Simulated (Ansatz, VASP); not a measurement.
**Cross-check of H19C13O12 (amorphous polycarbonate of ethylene at 300 K) between VASP and Ansatz**

Wanted: the spread between two codes on one cell, functional and k mesh. The cell is taken from a series of runs on this material, whose earlier steps may have relaxed, scaled, displaced or heated it; both programs get it as it stands.

Program: Ansatz 0.2.0. Level of theory: plane waves, with VASP 6.6.1 beside it; single point at PBE with D3(BJ). Results are calculated unless marked as measured.

### 1. Set-up

The cell holds 176 atoms: 52 C, 48 O and 76 H. Cell: a = 12.616 Å, b = 12.616 Å, c = 12.616 Å, α = 90.0°, β = 90.0°, γ = 90.0°. As first built, before any earlier steps moved the atoms (in the runner's words): 2 polycarbonate of ethylene chains of 8 units placed at random, at 1.22 g/cm^3; overlaps pushed apart, then 20 ps at 800 K with MMFF94 bonds, angles, torsions, charges and radii (Halgren, J. Comput. Chem. 17, 490 (1996)) in harmonic and 12-6 forms; charges of ions scaled by 0.8. Snapshot after 30 ps at 300 K and fixed volume. The cell carries charge −1.

### 2. Ansatz: single point, PBE with D3(BJ)

Ansatz runs on its default PAW (the set named soft_2) files.

A single point gives forces, pressure and levels at one fixed geometry, so differences don't come from the geometry; what else differs is listed under the comparison.

Input file input.yaml:

```yaml
crystal:
  lattice:
    - [12.6157, 0.0, 0.0]
    - [0.0, 12.6157, 0.0]
    - [0.0, 0.0, 12.6157]
  atoms:
    - { symbol: C, position: [0.1565, 0.78653, 0.21422] }
    - { symbol: O, position: [0.08974, 0.69322, 0.21192] }
    - { symbol: C, position: [0.98674, 0.71064, 0.23358] }
    - { symbol: O, position: [0.94608, 0.79546, 0.25462] }
    - { symbol: O, position: [0.93727, 0.61633, 0.22714] }
    - { symbol: C, position: [0.82493, 0.61783, 0.25206] }
    - { symbol: C, position: [0.7874, 0.50492, 0.25752] }
    - { symbol: O, position: [0.80241, 0.45792, 0.15335] }
    - { symbol: C, position: [0.75082, 0.36723, 0.1352] }
    - { symbol: O, position: [0.68961, 0.32251, 0.19473] }
    - { symbol: O, position: [0.77928, 0.3335, 0.03771] }
    - { symbol: C, position: [0.73001, 0.2362, 0.00269] }
    - { symbol: C, position: [0.62994, 0.26278, 0.94065] }
    - { symbol: O, position: [0.59273, 0.17057, 0.88354] }
    - { symbol: C, position: [0.64564, 0.14939, 0.7935] }
    - { symbol: O, position: [0.72207, 0.1972, 0.75936] }
    - { symbol: O, position: [0.59905, 0.06498, 0.74812] }
    - { symbol: C, position: [0.64962, 0.02605, 0.65296] }
    - { symbol: C, position: [0.6295, 0.90717, 0.6494] }
    - { symbol: O, position: [0.69427, 0.86099, 0.5671] }
    - { symbol: C, position: [0.7959, 0.84245, 0.59581] }
    - { symbol: O, position: [0.83367, 0.85706, 0.68341] }
    - { symbol: O, position: [0.84682, 0.80591, 0.51003] }
    - { symbol: C, position: [0.95799, 0.7812, 0.52397] }
    - { symbol: C, position: [0.03125, 0.87262, 0.49906] }
    - { symbol: O, position: [0.05043, 0.94104, 0.58909] }
    - { symbol: C, position: [0.99232, 0.0298, 0.59284] }
    - { symbol: O, position: [0.92329, 0.05642, 0.5311] }
    - { symbol: O, position: [0.0238, 0.08525, 0.67871] }
    - { symbol: C, position: [0.9728, 0.18691, 0.6886] }
[... 140 atom lines left out ...]
    - { symbol: H, position: [0.36499, 0.35381, 0.65514] }
    - { symbol: H, position: [0.45524, 0.17861, 0.65626] }
    - { symbol: H, position: [0.44298, 0.16948, 0.5166] }
    - { symbol: H, position: [0.3018, 0.06192, 0.60726] }
    - { symbol: H, position: [0.2556, 0.17684, 0.67443] }
    - { symbol: H, position: [0.24324, 0.16601, 0.53421] }
total_charge: -1
kpoints:
  mp_grid: { grid: [1, 1, 1] }
hamiltonian:
  xc: pbe
  dispersion: d3bj
scf:
  occupations: { method: fermi_dirac, width: 0.01 }
  lower_state_search: "off"
output:
  forces: true
  stress: true
  populations: true
  dos:
    method: { smearing: { sigma: 0.15 } }
    de: 0.1
    projected: { site_lists: { C: [C], H: [H], O: [O] } }
  eigenvalues: true
  write_density: true
  write_potential: true
  volumetric_format: npy
magnetization:
  spin_polarized: true
  initial_magnetization: 1
```

Command:

```bash
$ ansatz run input.yaml --threads 4 --pin off --max-ram 8192MiB --backend cpu --events-out ev --progress --plain --runs-dir out
```

Numbers of over 12 decimals in the logs are rounded to 6 here.

What it wrote:

```text
Engine: ansatz 0.2.0, aarch64-unknown-linux-gnu
Pseudopotentials: kind: paw
Pseudopotential: C, paw, valence charge 4, recommended cutoff 420 eV (normal), C.paw.azcp
Pseudopotential: O, paw, valence charge 6, recommended cutoff 420 eV (normal), O.paw.azcp
Pseudopotential: H, paw, valence charge 1, recommended cutoff 420 eV (normal), H.paw.azcp
Functional definition: PBE
  parameter kappa = 0.804
  parameter beta = 0.066725
  exchange = pbe_x(kappa = kappa, mu = beta*pi^2/3)
  correlation = pbe_c(beta = beta)
Crystal: 176 atoms, lattice volume = 2007.863 Å³
Basis set: ecut = 420 eV, 39127 PW (Γ), exchange–correlation on 180×180×180 points (8 copies of the dense FFT grid, shifted against one another)
Bands: 463, of which v1, the nominal top of the filled ones, is band 287 counted from 1 (286 counted from 0)
Symmetry: 1 space group operations
Space group: P1 (ITA 1), of the structure as read, at distance tolerance 1.3e-4 Å
Magnetic group: BNS 1.1 (UNI 1), of the structure as read, at distance tolerance 1.3e-4 Å
k-points: 1
Non-local potential: C, projectors of the file, l = 0: 2, l = 1: 2, l = 2: 1
Non-local potential: O, projectors of the file, l = 0: 2, l = 1: 2, l = 2: 1
Non-local potential: H, projectors of the file, l = 0: 2, l = 1: 1
PAW form: soft (Blöchl's): semilocal exchange-correlation on the pseudo side does not see the compensation charge
PAW one-centre angular grid: C, 110 points (default); XC on 64 Gauss nodes
PAW one-centre angular grid: O, 110 points (default); XC on 64 Gauss nodes
PAW one-centre angular grid: H, 110 points (default); XC on 64 Gauss nodes
Initial density: superposition of atomic densities (chi_scale 0.1, normalization cell, long waves 17 % of neutral atoms scaled as one to the charged cell's electrons (reshape's long-wave potential 1.17 eV rms, cloud 0.97 Å wide))
Starting moments: Σ|m| = 1 μB on 176 of 176 sites
Initial wavefunctions: pseudopotential atomic-orbital guess
Functional: x = pbe(κ = 0.804, μ = 0.219515), c = pbe(β = 0.066725)
SCF iter   1: F=—  HF=-41563.885078 eV  |F-HF|=—  |Δ(HF+E_count)|=         —  Δρ=5.63e-2 (↑5.61e-2 ↓5.63e-2)  dr2=2.56e2  dr2_m=1.68e-2  M=1.000 μB ∫|m|=1.025 μB  β_m=1.00  ethr=3.10e-3  ⟨swp⟩=6.0  Hψ=3748  notcnv=0  defer=194
preconditioner: auto → Resta (q_TF=auto, 2.214 Å⁻¹)  ε∞=2.5  [insulator: Δε(μ)=0.368 eV  Ē_g=14.398 eV  σ=0.010 eV  W_gap=1.00  n_scr=364 (ndim 8)  ℏωp=17.8 eV  f_vac=0.179  D(μ)=0.00/eV (n_scr^D=0)  ε∞_Penn≈2.5]
spin=Collinear: Resta preconditioning applied to the charge; magnetization (m = ρ↑ − ρ↓) channel mixes plain (no charge-response kernel on spin).
SCF iter   2: F=—  HF=-41509.564972 eV  |F-HF|=—  |Δ(HF+E_count)|=         —  Δρ=3.54e-2 (↑3.54e-2 ↓3.54e-2)  dr2=9.02e1  dr2_m=1.82e-3  M=0.995 μB ∫|m|=1.031 μB  β_m=0.30  ethr=3.10e-3  ⟨swp⟩=3.0  Hψ=1597  notcnv=0  defer=342
Mixer restart at iter 2: flushing history
SCF iter   3: F=—  HF=-41491.391696 eV  |F-HF|=—  |Δ(HF+E_count)|=    1.82e1  Δρ=2.41e-2 (↑2.41e-2 ↓2.40e-2)  dr2=3.89e1  dr2_m=3.16e-3  M=0.983 μB ∫|m|=1.143 μB  β_m=0.30  ethr=3.10e-3  ⟨swp⟩=4.0  Hψ=1318  notcnv=0  defer=340
SCF iter   4: F=—  HF=-41478.414499 eV  |F-HF|=—  |Δ(HF+E_count)|=    1.30e1  Δρ=7.29e-3 (↑7.29e-3 ↓7.05e-3)  dr2=2.86e0  dr2_m=4.39e-3  M=0.975 μB ∫|m|=1.120 μB  β_m=0.30  ethr=3.10e-3  ⟨swp⟩=3.5  Hψ=2067  notcnv=0  defer=324
SCF iter   5: F=—  HF=-41477.864415 eV  |F-HF|=—  |Δ(HF+E_count)|=   5.50e-1  Δρ=1.98e-3 (↑1.95e-3 ↓1.98e-3)  dr2=2.84e-1  dr2_m=2.06e-3  M=0.951 μB ∫|m|=0.987 μB  β_m=0.30  ethr=4.99e-4  ⟨swp⟩=4.0  Hψ=1111  notcnv=0  defer=324
SCF iter   6: F=—  HF=-41477.905310 eV  |F-HF|=—  |Δ(HF+E_count)|=   4.09e-2  Δρ=1.22e-3 (↑1.22e-3 ↓1.22e-3)  dr2=8.50e-2  dr2_m=1.22e-3  M=0.897 μB ∫|m|=0.925 μB  β_m=0.30  ethr=4.96e-5  ⟨swp⟩=3.0  Hψ=1662  notcnv=0  defer=330
SCF iter   7: F=—  HF=-41477.942542 eV  |F-HF|=—  |Δ(HF+E_count)|=   3.72e-2  Δρ=4.41e-4 (↑4.41e-4 ↓4.00e-4)  dr2=1.33e-2  dr2_m=7.74e-4  M=0.770 μB ∫|m|=0.797 μB  β_m=0.30  ethr=1.48e-5  ⟨swp⟩=4.0  Hψ=1056  notcnv=0  defer=330
Mixer restart at iter 7: flushing history
spin-set hold released at iteration 7 (site moments contracting): the magnetisation degrees of freedom join the quasi-Newton model from the next iteration; the mixer history was flushed
SCF iter   8: F=—  HF=-41477.947312 eV  |F-HF|=—  |Δ(HF+E_count)|=   4.77e-3  Δρ=3.11e-4 (↑3.11e-4 ↓2.78e-4)  dr2=7.40e-3  dr2_m=4.56e-4  M=0.732 μB ∫|m|=0.757 μB  β_m=0.65  ethr=2.32e-6  ⟨swp⟩=2.0  Hψ=1044  notcnv=0  defer=330
SCF iter   9: F=—  HF=-41477.956357 eV  |F-HF|=—  |Δ(HF+E_count)|=   9.04e-3  Δρ=1.66e-4 (↑1.66e-4 ↓1.52e-4)  dr2=2.22e-3  dr2_m=2.69e-5  M=0.661 μB ∫|m|=0.681 μB  β_m=0.62  ethr=1.29e-6  ⟨swp⟩=3.0  Hψ=1050  notcnv=0  defer=330
[...]
--- Löwdin populations: 176 sites ---
  site symbol       q [e]    m [muB]
     0      C      4.2372     0.0094
     1      O      6.2784     0.0004
     2      C      3.3051     0.0034
     3      O      6.4419     0.0013
     4      O      6.2840     0.0003
     5      C      4.0563     0.0008
     6      C      4.0555     0.0003
     7      O      6.2659     0.0001
     8      C      3.2971     0.0004
     9      O      6.4460     0.0002
    10      O      6.2770     0.0001
    11      C      4.0638     0.0006
    12      C      4.0640     0.0007
    13      O      6.2653     0.0000
    14      C      3.2933     0.0012
    15      O      6.4442     0.0002
    16      O      6.2654     0.0005
    17      C      4.0655     0.0021
    18      C      4.0627     0.0059
    19      O      6.2744     0.0006
    20      C      3.3034     0.0082
    21      O      6.4513     0.0025
    22      O      6.2622    -0.0003
    23      C      4.0698     0.0032
[...]
168      H      0.7923    -0.0000
   169      H      0.8050     0.0004
   170      H      0.8129     0.0016
   171      H      0.8265     0.0011
   172      H      0.8119     0.0021
   173      H      0.8188     0.0147
   174      H      0.8417     0.0054
   175      H      0.8058     0.0021
  spilling = 0.013699 (of n_electrons = 573.000000)
```

The column dr2 measures how far the density is from self-consistency, as an energy; F and HF (Harris–Foulkes) agree once it is small.

### 3. VASP: single point, PBE with D3(BJ)

The same cell, functional, mesh and smearing now go to VASP, with its own data sets.

Lines of VASP's logs that name or quote its potential files are left out, and so is its time.

Input file INCAR:

```
SYSTEM = H19C13O12
PREC = Accurate
ENCUT = 600
EDIFF = 1E-06
NELM = 200
ISMEAR = -1
SIGMA = 0.01
LREAL = Auto
ALGO = Normal
GGA = PE
IVDW = 12
NELECT = 573
NBANDS = 409
ISPIN = 2
MAGMOM = 0 0 0 0 0 0 0 0 0 0 0 0 0 0 0 0 0 0 0 0 0 0 0 0 0 0 0 0 0 0 0 0 0 0 0 0 0 0 0 0 0 0 0 0 0 0 0 0 0 0 0 0 0 0 0 0 0 0 0 0 0 0 0 -0 0 0 0 0 0 0 0 0 0 0 0 -0 0 0 0 0 0 0 0 0 0 -0 0 0 0 0 0 0 0 0 0 0 0 0 0 0 0 0 0 0 0 0 0 0 0 0 0 0 0 0 0 0 0 0 -0 0 0 0 0 0 0 0 0 0 0 0 -0 0 0 0 0 0 0 0 0 0 0 0 0 0 0 0 0 0 0 0 0 0 0 0 0 0 0 0 0 0 0 0 0 0 0 0 0 0 0 0 0 0 0 0 0 0
LORBIT = 11
LWAVE = .FALSE.
LCHARG = .FALSE.
ISIF = 2
LASPH = .TRUE.
GGA_COMPAT = .FALSE.
```

Input file POSCAR:

```
H19C13O12
1.0
   12.6157000000      0.0000000000      0.0000000000
    0.0000000000     12.6157000000      0.0000000000
    0.0000000000      0.0000000000     12.6157000000
C O H
52 48 76
Direct
    0.1565000000      0.7865300000      0.2142200000
    0.9867400000      0.7106400000      0.2335800000
    0.8249300000      0.6178300000      0.2520600000
    0.7874000000      0.5049200000      0.2575200000
    0.7508200000      0.3672300000      0.1352000000
    0.7300100000      0.2362000000      0.0026900000
    0.6299400000      0.2627800000      0.9406500000
    0.6456400000      0.1493900000      0.7935000000
    0.6496200000      0.0260500000      0.6529600000
    0.6295000000      0.9071700000      0.6494000000
    0.7959000000      0.8424500000      0.5958100000
    0.9579900000      0.7812000000      0.5239700000
    0.0312500000      0.8726200000      0.4990600000
    0.9923200000      0.0298000000      0.5928400000
    0.9728000000      0.1869100000      0.6886000000
    0.9990400000      0.2283500000      0.7981500000
    0.9674700000      0.3961800000      0.8843000000
    0.0439200000      0.4120000000      0.0546300000
    0.1401800000      0.4827000000      0.0473300000
    0.2699600000      0.3817600000      0.1362400000
    0.4153200000      0.2956100000      0.2187900000
    0.4774900000      0.3740900000      0.2840300000
    0.4495200000      0.5272000000      0.3871000000
    0.4057700000      0.6656100000      0.5087200000
    0.3976600000      0.6445700000      0.6269000000
    0.2878500000      0.6089100000      0.6632300000
    0.7595400000      0.2433500000      0.4292700000
    0.6771800000      0.0985100000      0.3464000000
    0.5826700000      0.9512500000      0.2802300000
    0.5944800000      0.9574100000      0.1613500000
[... 140 atom lines left out ...]
    0.3649900000      0.3538100000      0.6551400000
    0.4552400000      0.1786100000      0.6562600000
    0.4429800000      0.1694800000      0.5166000000
    0.3018000000      0.0619200000      0.6072600000
    0.2556000000      0.1768400000      0.6744300000
    0.2432400000      0.1660100000      0.5342100000
```

Input file KPOINTS:

```
Automatic mesh
0
Gamma
1 1 1
0 0 0
```

PAW data sets: C, O and H (PBE family, release 64).

Command:

```bash
$ export OMP_NUM_THREADS=3
$ mpirun -np 1 vasp_gam
```

What it wrote:

```text
[banner, memory and clock lines left out]
running    1 mpi-ranks, on    1 nodes
[...]
Offloading initialized ...    1 GPUs detected
[...]
LDA part: xc-table for (Slater+PW92), standard interpolation
 POSCAR, INCAR and KPOINTS ok, starting setup
[...]
entering main loop
       N       E                     dE             d eps       ncg     rms          rms(c)
DAV:   1     0.508601080120E+04    0.50860E+04   -0.33801E+05  1676   0.147E+03
DAV:   2    -0.587860091133E+03   -0.56739E+04   -0.53945E+04  2038   0.337E+02
DAV:   3    -0.113844404555E+04   -0.55058E+03   -0.54556E+03  2000   0.109E+02
DAV:   4    -0.115125248790E+04   -0.12808E+02   -0.12724E+02  2048   0.178E+01
DAV:   5    -0.115161009163E+04   -0.35760E+00   -0.35685E+00  2040   0.277E+00BRMIX: very serious problems
 the old and the new charge density differ
 old charge density:   572.00000 new  573.00000
    0.574E+01
DAV:   6    -0.108227706349E+04    0.69333E+02   -0.15607E+02  1912   0.200E+01    0.279E+01
DAV:   7    -0.107314660969E+04    0.91305E+01   -0.22361E+01  2016   0.803E+00    0.141E+01
DAV:   8    -0.107138134344E+04    0.17653E+01   -0.57834E+00  2000   0.424E+00    0.360E+00
DAV:   9    -0.107132105243E+04    0.60291E-01   -0.67732E-01  2048   0.199E+00    0.142E+00
[...]
DAV:  20    -0.107135214150E+04   -0.42062E-05   -0.27271E-05  1904   0.128E-02    0.588E-03
DAV:  21    -0.107135214392E+04   -0.24174E-05   -0.14130E-05  1792   0.884E-03    0.421E-03
DAV:  22    -0.107135214406E+04   -0.13808E-06   -0.35280E-06  1608   0.359E-03
   1 F= -.10800806E+04 E0= -.10800756E+04  d E =-.992872E-02  mag=    -0.6034
```

Parts of OUTCAR (step 3):

```text
 magnetization (x)
# of ion       s       p       d       tot
------------------------------------------
    1       -0.003  -0.002   0.000  -0.005
    2       -0.000  -0.001   0.000  -0.002
    3       -0.000  -0.000   0.000  -0.000
    4       -0.000  -0.000   0.000  -0.000
    5       -0.000  -0.000   0.000  -0.000
    6       -0.000  -0.000   0.000  -0.000
[...]
174       -0.000  -0.001   0.000  -0.001
  175        0.000  -0.000   0.000  -0.000
  176        0.000  -0.000   0.000  -0.000
--------------------------------------------------
tot         -0.036  -0.073   0.000  -0.109
```

This run allows spin, but its moments start at zero, where symmetry between the spins tends to hold them. Its electron count is odd, so without a moment it is a metal by construction.

### 4. Differences

Known differences besides the potentials themselves: the cutoff is 420 eV in Ansatz and 600 eV in VASP (PREC = Accurate, projectors in real space). Total energies have different zeros and are not compared.

The two programs side by side:

```tsv
quantity	Ansatz	VASP	difference
total moment (μB)	-0.61	-0.60	0.00
```

Forces on 8 of the 176 atoms, those with the largest forces and the largest differences (eV/Å; atoms numbered as in POSCAR):

```tsv
atom	Ansatz x, y, z	VASP x, y, z
O60	-0.003, 0.006, 0.003	0.365, 0.231, -0.162
O63	0.009, -0.005, 0.012	0.191, 0.071, 0.436
O66	0.006, 0.014, 0.001	-0.329, 0.144, -0.295
O72	-0.001, 0.002, 0.002	-0.269, -0.033, 0.380
O78	-0.003, 0.007, 0.007	0.400, -0.150, -0.176
O87	0.005, -0.001, -0.009	0.017, 0.032, 0.458
O90	0.000, 0.000, 0.001	-0.344, 0.308, -0.030
O96	0.000, -0.003, 0.004	0.293, -0.041, 0.376
```

The forces differ by 104 meV/Å r.m.s., where the r.m.s. force is 0.008 eV/Å in Ansatz and 0.104 eV/Å in VASP: the atoms lie near their places of rest in Ansatz, so a percentage would say little (all taken over all components). Without spin-orbit coupling the overall direction of the spins is arbitrary; the signs of Ansatz's moments are turned here to match VASP's. The cell carries a charge of -1 e against a uniform background, so its pressure also hangs on how the neutralising background is counted, and in a defect's cell a gap may be the spacing between its levels.

### 5. Results

```json
{
  "r.m.s. force difference (single point, PBE with D3(BJ))": "104 meV/Å"
}
```

The r.m.s. force difference is 104 meV/Å (single point, PBE with D3(BJ)), beyond the 12 meV/Å picked in this series as the mark of a large difference. What causes the difference of the single point, PBE with D3(BJ) pair stays open here. How closely two codes agree says nothing of how well the functional describes the real material.

[Lines on the potential files, build, host, timing and source positions are cut from VASP's logs without a mark.]

[Logs are printed without paths, hosts, clocks, repeated set-up lines and the standing remarks that a program may print on its own settings, such as how far it seeks lower states.]

[Hosts, paths, dates, database ids (printed as entryN), source tags and the programs' standing remarks are cut or masked in the printed files.]

[The MMFF94 radii named for the starting cell were scaled by 0.96; in molecules described by MMFF94, hydrogen bound to N, O or S took a small fixed 12-6 site in their place.]
